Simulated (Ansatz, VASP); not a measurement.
# Al34Ga20O81 (amorphous 37Ga2O3-63Al2O3 (mol %)) in two plane-wave programs

One calculation is typed for both programs; each brings its own data sets. How far apart do they land? The cell is taken from a series of runs on this material, whose earlier steps may have relaxed, scaled, displaced or heated it; both programs get it as it stands.

Calculated with Ansatz 0.2.0; plane waves, with VASP 6.6.1 beside it; revPBE.

### 1. The starting structure

The cell holds 135 atoms: 20 Ga, 34 Al and 81 O. Cell: a = 11.052 Å, b = 11.052 Å, c = 11.052 Å, α = 90.0°, β = 90.0°, γ = 90.0°. As first built, before any earlier steps moved the atoms or strained the cell (in the runner's words): 135 atoms (20 Fe, 34 Al, 81 O) placed at random at 3.55 g/cm^3, melted at 5000 K for 10 ps at fixed volume with the Morse and Coulomb pair potential with partial charges (Pedone, Malavasi, Menziani, Cormack and Segre, J. Phys. Chem. B 110, 11780 (2006)). Quenched from 5000 K to 300 K at 50 K/ps and fixed volume, held 10 ps at zero pressure, then minimised at fixed cell. Then Fe was replaced by Ga and the cell scaled by 1.006 (the potential has no terms for the new elements, so the cell is a start for a DFT relaxation).

### 2. VASP: single point, revPBE

A single point takes one fixed geometry, so differences don't come from the geometry; what else differs is listed under the comparison.

Lines of VASP's logs that name or quote its potential files are left out, and so is its time.

The input, INCAR:

```
SYSTEM = Al34Ga20O81
PREC = Accurate
ENCUT = 600
EDIFF = 1E-06
NELM = 120
ISMEAR = 0
SIGMA = 0.01
LREAL = Auto
ALGO = Normal
GGA = RE
NBANDS = 518
LORBIT = 11
LWAVE = .FALSE.
LCHARG = .FALSE.
ISIF = 2
LASPH = .TRUE.
GGA_COMPAT = .FALSE.
EFERMI = MIDGAP
```

The input, POSCAR:

```
Al34Ga20O81
1.0
   11.0522700000      0.0000000000      0.0000000000
    0.0000000000     11.0522700000      0.0000000000
    0.0000000000      0.0000000000     11.0522700000
Ga Al O
20 34 81
Direct
    0.6827500000      0.8299600000      0.4720800000
    0.2443800000      0.6241200000      0.3597800000
    0.3218900000      0.2205700000      0.3823700000
    0.5708900000      0.5982300000      0.8221500000
    0.0920600000      0.4127200000      0.6923600000
    0.8439400000      0.4206800000      0.8402000000
    0.2270700000      0.7780000000      0.1389000000
    0.5314000000      0.8951400000      0.7709800000
    0.7458900000      0.5237000000      0.3199800000
    0.4502900000      0.5811700000      0.0877200000
    0.1507500000      0.4631400000      0.1600100000
    0.3768600000      0.7782600000      0.5154000000
    0.3791100000      0.5178100000      0.6253700000
    0.8758800000      0.1385700000      0.0017900000
    0.4708100000      0.8562500000      0.0563300000
    0.9582100000      0.6462300000      0.2062200000
    0.8649200000      0.7116100000      0.7383000000
    0.7221200000      0.9403400000      0.9465400000
    0.3092200000      0.4309400000      0.8798200000
    0.3429200000      0.2488000000      0.0983600000
    0.9525200000      0.8229500000      0.0031400000
    0.1424900000      0.8844000000      0.4712800000
    0.8543500000      0.3806300000      0.1302300000
    0.0760600000      0.5876000000      0.9173400000
    0.3262400000      0.7296200000      0.8547100000
    0.4316200000      0.2884400000      0.5963500000
    0.2020600000      0.9875000000      0.9969700000
    0.7467400000      0.0193500000      0.6582400000
    0.0228200000      0.9413200000      0.2202700000
    0.6592400000      0.5950000000      0.5490900000
[... 99 atom lines left out ...]
    0.9552100000      0.6580800000      0.0001300000
    0.2895100000      0.8979100000      0.8728300000
    0.8057700000      0.3668500000      0.2841800000
    0.2000800000      0.2728100000      0.4942700000
    0.8968300000      0.6131900000      0.3659200000
    0.5904800000      0.2894400000      0.6058000000
```

The input, KPOINTS:

```
Automatic mesh
0
Gamma
1 1 1
0 0 0
```

The projector-augmented-wave data sets are Ga_d, Al and O (PBE family, release 64).

Started as:

```
export OMP_NUM_THREADS=3
mpirun -np 1 vasp_gam
```

Numbers of over 12 decimals in the logs are rounded to 6 here.

What it wrote:

```text
[banner, memory and clock lines left out]
running    1 mpi-ranks, on    1 nodes
[...]
Offloading initialized ...    1 GPUs detected
[...]
|                                                                             |
|               ----> ADVICE to this user running VASP <----                  |
|                                                                             |
|     You enforced a specific xc type in the INCAR file but a different       |
|     [... a line on the potential file left out ...]
|     I HOPE YOU KNOW WHAT YOU ARE DOING!                                     |
|                                                                             |

 LDA part: xc-table for (Slater+PW92), standard interpolation
 POSCAR, INCAR and KPOINTS ok, starting setup
[...]
entering main loop
       N       E                     dE             d eps       ncg     rms          rms(c)
DAV:   1     0.240785204329E+05    0.24079E+05   -0.34382E+05  1052   0.290E+03
DAV:   2     0.545621304002E+04   -0.18622E+05   -0.17567E+05  1036   0.907E+02
DAV:   3    -0.247099225951E+03   -0.57033E+04   -0.52904E+04  1444   0.368E+02
DAV:   4    -0.959990189369E+03   -0.71289E+03   -0.70119E+03  1432   0.138E+02
[...]
DAV:  18    -0.866537236560E+03   -0.12855E-05   -0.15333E-05  1152   0.272E-02    0.554E-03
DAV:  19    -0.866537237383E+03   -0.82335E-06   -0.12058E-05  1256   0.986E-03    0.308E-03
DAV:  20    -0.866537237649E+03   -0.26553E-06   -0.42325E-06   904   0.713E-03
   1 F= -.86653724E+03 E0= -.86653724E+03  d E =0.000000E+00
```

Parts of OUTCAR (step 2):

```text
  Total       73.7892998    115.3497989     76.7059668     -2.6254986     -0.1661262     -6.8541408
  in kB       87.5688233    136.8903918     91.0301530     -3.1157881     -0.1971489     -8.1340933
  external PRESSURE =     105.1631227 kB  Pullay stress =       0.0000000 kB

 POSITION                                       TOTAL-FORCE (eV/Angst)
 -----------------------------------------------------------------------------------
      7.54594      9.17294      5.21756         0.001299      0.027053      0.000608
      2.70095      6.89794      3.97639        -0.003508     -0.019500      0.050521
      3.55762      2.43780      4.22606         0.011050     -0.003546      0.000318
[...]
9.12464      5.12438     11.03215        -0.005483     -0.005297      0.021485
      8.30136      8.63890      0.09848        -0.009578     -0.040955      0.025785
      5.88401      9.40084      6.04482        -0.000378      0.031811     -0.005376
      4.25601      6.31759      9.15349        -0.035659      0.030171      0.001451
     10.22313      0.44950      3.41161         0.010350     -0.000689     -0.011107
      6.52869      6.11821     10.96661         0.027276     -0.032188      0.019234
      7.89419      9.61481      3.45240        -0.012358     -0.005535     -0.037776
      6.04283      6.38567      7.24399         0.048345      0.036531     -0.040472
      8.86270     10.29077      5.92954         0.008728      0.029255      0.006571
     11.01547      7.41784      7.03344         0.039140      0.007024     -0.031077
[...]
-----------------------------------------------------------------------------------
    total drift:                                0.025042      0.005004      0.001958

  FREE ENERGIE OF THE ION-ELECTRON SYSTEM (eV)
  ---------------------------------------------------
  free  energy   TOTEN  =      -866.5372376486 eV

  energy  without entropy=     -866.5372376486  energy(sigma->0) =     -866.53723765

[... 3 further parts left out ...]
[key lines of the parts left out:]
E-fermi :   6.3577
```

The run ends at a pressure of 10.52 GPa, with forces up to 0.080 eV/Å.

### 3. Ansatz: single point, revPBE

Ansatz runs on its default PAW (the set named soft_2) files.

The same cell, functional and mesh now go to Ansatz, which takes its cutoff from its data sets.

The input, input.yaml:

```yaml
crystal:
  lattice:
    - [11.05227, 0.0, 0.0]
    - [0.0, 11.05227, 0.0]
    - [0.0, 0.0, 11.05227]
  atoms:
    - { symbol: Ga, position: [0.68275, 0.82996, 0.47208] }
    - { symbol: Ga, position: [0.24438, 0.62412, 0.35978] }
    - { symbol: Ga, position: [0.32189, 0.22057, 0.38237] }
    - { symbol: Ga, position: [0.57089, 0.59823, 0.82215] }
    - { symbol: Ga, position: [0.09206, 0.41272, 0.69236] }
    - { symbol: Ga, position: [0.84394, 0.42068, 0.8402] }
    - { symbol: Ga, position: [0.22707, 0.778, 0.1389] }
    - { symbol: Ga, position: [0.5314, 0.89514, 0.77098] }
    - { symbol: Ga, position: [0.74589, 0.5237, 0.31998] }
    - { symbol: Ga, position: [0.45029, 0.58117, 0.08772] }
    - { symbol: Ga, position: [0.15075, 0.46314, 0.16001] }
    - { symbol: Ga, position: [0.37686, 0.77826, 0.5154] }
    - { symbol: Ga, position: [0.37911, 0.51781, 0.62537] }
    - { symbol: Ga, position: [0.87588, 0.13857, 0.00179] }
    - { symbol: Ga, position: [0.47081, 0.85625, 0.05633] }
    - { symbol: Ga, position: [0.95821, 0.64623, 0.20622] }
    - { symbol: Ga, position: [0.86492, 0.71161, 0.7383] }
    - { symbol: Ga, position: [0.72212, 0.94034, 0.94654] }
    - { symbol: Ga, position: [0.30922, 0.43094, 0.87982] }
    - { symbol: Ga, position: [0.34292, 0.2488, 0.09836] }
    - { symbol: Al, position: [0.95252, 0.82295, 0.00314] }
    - { symbol: Al, position: [0.14249, 0.8844, 0.47128] }
    - { symbol: Al, position: [0.85435, 0.38063, 0.13023] }
    - { symbol: Al, position: [0.07606, 0.5876, 0.91734] }
    - { symbol: Al, position: [0.32624, 0.72962, 0.85471] }
    - { symbol: Al, position: [0.43162, 0.28844, 0.59635] }
    - { symbol: Al, position: [0.20206, 0.9875, 0.99697] }
    - { symbol: Al, position: [0.74674, 0.01935, 0.65824] }
    - { symbol: Al, position: [0.02282, 0.94132, 0.22027] }
    - { symbol: Al, position: [0.65924, 0.595, 0.54909] }
[... 99 atom lines left out ...]
    - { symbol: O, position: [0.95521, 0.65808, 0.00013] }
    - { symbol: O, position: [0.28951, 0.89791, 0.87283] }
    - { symbol: O, position: [0.80577, 0.36685, 0.28418] }
    - { symbol: O, position: [0.20008, 0.27281, 0.49427] }
    - { symbol: O, position: [0.89683, 0.61319, 0.36592] }
    - { symbol: O, position: [0.59048, 0.28944, 0.6058] }
kpoints:
  mp_grid: { grid: [1, 1, 1] }
hamiltonian:
  xc: revpbe
scf:
  occupations: { method: fixed }
output:
  forces: true
  stress: true
  populations: true
  dos:
    method: { smearing: { sigma: 0.1 } }
    de: 0.1
    projected: { site_lists: { Al: [Al], Ga: [Ga], O: [O] } }
  eigenvalues: true
  write_density: true
  write_potential: true
  volumetric_format: npy
```

Started as:

```
ansatz run input.yaml --threads 4 --pin off --max-ram 8192MiB --backend cpu --events-out ev --progress --plain --runs-dir out
```

What it wrote:

```text
Engine: ansatz 0.2.0, aarch64-unknown-linux-gnu
Pseudopotentials: kind: paw
Pseudopotential: Ga, paw, valence charge 13, recommended cutoff 420 eV (normal), Ga.paw.azcp
Pseudopotential: Al, paw, valence charge 3, recommended cutoff 420 eV (normal), Al.paw.azcp
Pseudopotential: O, paw, valence charge 6, recommended cutoff 420 eV (normal), O.paw.azcp
Functional definition: revPBE
  parameter kappa = 1.245
  parameter beta = 0.066725
  exchange = pbe_x(kappa = kappa, mu = beta*pi^2/3)
  correlation = pbe_c(beta = beta)
Crystal: 135 atoms, lattice volume = 1350.064 Å³
Basis set: ecut = 420 eV, 26529 PW (Γ), exchange–correlation on 150×150×150 points (8 copies of the dense FFT grid, shifted against one another)
Bands: 559, of which v1, the nominal top of the filled ones, is band 424 counted from 1 (423 counted from 0)
Symmetry: 1 space group operations
Space group: P1 (ITA 1), of the structure as read, at distance tolerance 1.1e-4 Å
k-points: 1
Non-local potential: Ga, projectors of the file, l = 0: 2, l = 1: 2, l = 2: 3, l = 3: 1
Non-local potential: Al, projectors of the file, l = 0: 2, l = 1: 2, l = 2: 1
Non-local potential: O, projectors of the file, l = 0: 2, l = 1: 2, l = 2: 1
PAW form: soft (Blöchl's): semilocal exchange-correlation on the pseudo side does not see the compensation charge
PAW frozen core: Ga, regenerated for the run's functional, and the local potential with it (the file was generated under x = pbe(κ = 0.804, μ = 0.219515), c = pbe(β = 0.066725))
PAW frozen core: Al, regenerated for the run's functional, and the local potential with it (the file was generated under x = pbe(κ = 0.804, μ = 0.219515), c = pbe(β = 0.066725))
PAW frozen core: O, regenerated for the run's functional, and the local potential with it (the file was generated under x = pbe(κ = 0.804, μ = 0.219515), c = pbe(β = 0.066725))
PAW one-centre angular grid: Ga, 590 points (default); XC on 64 Gauss nodes
PAW one-centre angular grid: Al, 110 points (default); XC on 64 Gauss nodes
PAW one-centre angular grid: O, 110 points (default); XC on 64 Gauss nodes
Initial density: superposition of atomic densities (neutral atoms: chi_scale 0, normalization atom), corrected by the library's trained network
Initial wavefunctions: pseudopotential atomic-orbital guess
Functional: x = revpbe(κ = 1.245, μ = 0.219515), c = pbe(β = 0.066725)
SCF iter   1: F=—  HF=-140267.910372 eV  |F-HF|=—  |Δ(HF+E_count)|=         —  Δρ=4.20e-3  dr2=2.54e-1  ethr=1.77e-3  ⟨swp⟩=5.0  Hψ=1940  notcnv=0  defer=133
preconditioner: auto → Resta (q_TF=auto, 2.525 Å⁻¹)  ε∞=3.9  [insulator: Δε(μ)=3.043 eV  Ē_g=17.196 eV  n_scr=364 (ndim 8)  ℏωp=29.4 eV  f_vac=0.016  ε∞_Penn≈3.9]
SCF iter   2: F=—  HF=-140267.873331 eV  |F-HF|=—  |Δ(HF+E_count)|=   3.70e-2  Δρ=2.00e-3  dr2=4.13e-2  ethr=2.99e-5  ⟨swp⟩=2.0  Hψ=1062  notcnv=0  defer=133
SCF iter   3: F=—  HF=-140267.875798 eV  |F-HF|=—  |Δ(HF+E_count)|=   2.47e-3  Δρ=8.22e-4  dr2=1.05e-2  ethr=4.88e-6  ⟨swp⟩=4.0  Hψ=852  notcnv=0  defer=133
SCF iter   4: F=—  HF=-140267.876780 eV  |F-HF|=—  |Δ(HF+E_count)|=   9.82e-4  Δρ=2.50e-4  dr2=7.82e-4  ethr=1.23e-6  ⟨swp⟩=2.0  Hψ=676  notcnv=0  defer=133
SCF iter   5: F=—  HF=-140267.877034 eV  |F-HF|=—  |Δ(HF+E_count)|=   2.54e-4  Δρ=1.28e-4  dr2=2.03e-4  ethr=9.22e-8  ⟨swp⟩=2.0  Hψ=854  notcnv=0  defer=131
SCF iter   6: F=—  HF=-140267.877182 eV  |F-HF|=—  |Δ(HF+E_count)|=   1.49e-4  Δρ=3.37e-5  dr2=1.77e-5  ethr=2.39e-8  ⟨swp⟩=2.0  Hψ=779  notcnv=0  defer=128
SCF iter   7: F=—  HF=-140267.874500 eV  |F-HF|=—  |Δ(HF+E_count)|=   2.68e-3  Δρ=2.45e-5  dr2=7.05e-6  ethr=2.09e-9  ⟨swp⟩=2.0  Hψ=983  notcnv=0  defer=128
SCF iter   8: F=—  HF=-140267.874504 eV  |F-HF|=—  |Δ(HF+E_count)|=   3.44e-6  Δρ=6.93e-6  dr2=6.05e-7  ethr=8.31e-10  ⟨swp⟩=2.0  Hψ=855  notcnv=0  defer=128
SCF iter   9: F=—  HF=-140267.874504 eV  |F-HF|=—  |Δ(HF+E_count)|=   7.65e-7  Δρ=5.20e-6  dr2=2.83e-7  ethr=1.18e-11  ⟨swp⟩=24.0  Hψ=4910  notcnv=0
SCF iter  10: F=-140267.874504 eV  HF=-140267.874504 eV  |F-HF|=1.06e-8  |Δ(HF+E_count)|=   1.77e-8  Δρ=1.43e-6  dr2=2.15e-8  ethr=1.18e-11  ⟨swp⟩=7.0  Hψ=3240  notcnv=0
SCF 1 converged in 10 iterations: F = -140267.874504 eV  dr2 = 2.15e-8
  greatest PAW one-centre occupation: 0.998 electrons in one spin orbital (limit 2), on the Ga atom at site 19 (counted from 0), in its partial waves of l = 2
SCF converged after 10 iterations
Free energy (F): -140267.874504 eV
Harris-Foulkes:  -140267.874504 eV  (|F-HF|=1.06e-8)
Internal energy: -140267.874504 eV  (E = F + TS)
E sigma→0 (E₀):  -140267.874504 eV
Fermi energy:    7.402346 eV
--- Per-component energies (eV) ---
  E_band       = -671.350361
  E_kinetic    = 17650.126491
  E_local      = -76175.574772  (includes V_loc(G=0)·N_el)
  E_nonlocal   = 12822.900116
  E_hartree    = 33224.399006
  E_xc         = -8787.439153
[...]
atom 135  O     -0.00306096    -0.00142703     0.00537284
  max |Σ_I F_I| component: 1.63e-4 eV/Å
--- Stress (GPa, compression-positive) ---
        9.120003      -0.318937      -0.813943
       -0.318923      14.070414      -0.015285
       -0.813929      -0.015270       9.465586
  P = ⅓ Tr σ = 10.8853 GPa (108.853 kbar)
--- Band table (eV) ---
  k-point 0: bands = [... 420 lower, 7.2440, 7.3055, 7.3901, 7.4023, 10.3900, 11.9824, 12.0900, 12.3049, ... 131 higher]
--- Löwdin populations: 135 sites ---
  site symbol       q [e]
     0     Ga     11.9515
     1     Ga     11.9447
     2     Ga     11.9463
     3     Ga     11.9527
     4     Ga     11.9277
     5     Ga     11.9351
     6     Ga     11.9652
     7     Ga     11.9582
     8     Ga     11.9495
     9     Ga     11.9418
    10     Ga     11.9295
    11     Ga     11.9993
    12     Ga     11.9451
    13     Ga     11.9046
    14     Ga     11.9276
    15     Ga     11.9509
    16     Ga     11.9167
    17     Ga     11.9304
    18     Ga     11.9565
    19     Ga     11.9453
    20     Al      1.7043
    21     Al      1.7069
    22     Al      1.6350
    23     Al      1.6319
[...]
127      O      6.7655
   128      O      6.8258
   129      O      6.8020
   130      O      6.8214
   131      O      6.7801
   132      O      6.7889
   133      O      6.7401
   134      O      6.8513
  spilling = 0.005662 (of n_electrons = 848.000000)
```

The column dr2 measures how far the density is from self-consistency, as an energy; F and HF (Harris–Foulkes) agree once it is small.

### 4. Differences

Known differences besides the potentials themselves: fixed occupations in Ansatz, narrow Gaussian smearing in VASP; the cutoff is 420 eV in Ansatz and 600 eV in VASP (PREC = Accurate, projectors in real space); Ansatz makes its cores anew for this functional, VASP keeps those of its PBE data sets. Total energies have different zeros and are not compared.

Compared:

```csv
quantity,Ansatz,VASP,difference
pressure (GPa),10.89,10.52,+0.37
gap on the k mesh (eV),2.988,2.975,+0.013
```

Forces on 8 of the 135 atoms, those with the largest forces and the largest differences (eV/Å; atoms numbered as in POSCAR):

```csv
atom,"Ansatz x, y, z","VASP x, y, z"
O80,"0.003, 0.024, -0.012","0.048, 0.037, -0.040"
O89,"-0.007, 0.008, -0.013","0.035, 0.019, 0.038"
O93,"-0.014, 0.015, -0.001","-0.022, 0.077, 0.003"
O101,"0.000, 0.000, -0.016","0.027, -0.020, -0.068"
O102,"-0.003, -0.006, 0.023","0.010, -0.061, 0.028"
O106,"0.014, 0.012, -0.021","0.024, 0.054, -0.034"
O111,"0.021, 0.011, -0.016","0.002, -0.005, -0.069"
O124,"-0.005, 0.003, 0.001","-0.046, 0.038, -0.041"
```

The forces differ by 20 meV/Å r.m.s., which is 91.2 % of the r.m.s. force of 0.022 eV/Å (both taken over all components). A gap on the mesh is an upper bound, since the band edges may lie between its points.

### 5. Summary of results

```yaml
r_m_s_force_difference_single_point_revpbe: 20 meV/Å
```

What this shows: The r.m.s. force difference is 20 meV/Å (single point, revPBE), beyond the 12 meV/Å picked in this series as the mark of a large difference. What causes the difference of the single point, revPBE pair stays open here. How closely two codes agree says nothing of how well the functional describes the real material.

[Lines on the potential files, build, host, timing and source positions are cut from VASP's logs without a mark.]

[Logs are printed without paths, hosts, clocks, repeated set-up lines and the standing remarks that a program may print on its own settings, such as how far it seeks lower states.]

[Hosts, paths, dates, database ids (printed as entryN), source tags and the programs' standing remarks are cut or masked in the printed files.]
